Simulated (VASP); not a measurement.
A convergence study with VASP on Ag (fcc): one setting is varied, all else stays as given below, so the limit is that of these other settings. Each run relaxes cell and ions from the cell shown. The basis is that of the starting cell, so low cut-offs carry a Pulay error.

```
Ag
1.0
    0.00000     2.04500     2.04500
    2.04500     0.00000     2.04500
    2.04500     2.04500     0.00000
Ag
1
Cartesian
  0.00000   0.00000   0.00000
```

These are PBE GGA, VASP's PBE PAW potentials (set 64) (plane waves; VASP 6.6.1) values and carry that method's errors. The tightest run used: 700 eV cut-off, 13×13×13 Γ-centred mesh, first-order Methfessel-Paxton smearing of 0.10 eV, potentials Ag.

| setting | relaxed volume (Å³/atom) | E (eV/atom) | plane waves |
|---|---|---|---|
| ENCUT = 200 | 14.934 | -2.8792 | 118 |
| ENCUT = 250 | 17.179 | -2.7070 | 169 |
| ENCUT = 300 | 17.782 | -2.7227 | 208 |
| ENCUT = 350 | 17.611 | -2.7126 | 268 |

Q: These are the cheaper rows. Estimate the results at ENCUT = 700, and how far the last row shown lies from them.

A: 
| quantity | tightest run | last row shown is off by |
|---|---|---|
| relaxed volume (Å³/atom) | 17.784 | -0.173 |
| E (eV/atom) | -2.7145 | 0.0019 |

Left out are rungs that failed or repeat a setting and relaxations that didn't move; long series are thinned to 24 rows.

The compound is Ag in the fcc structure.
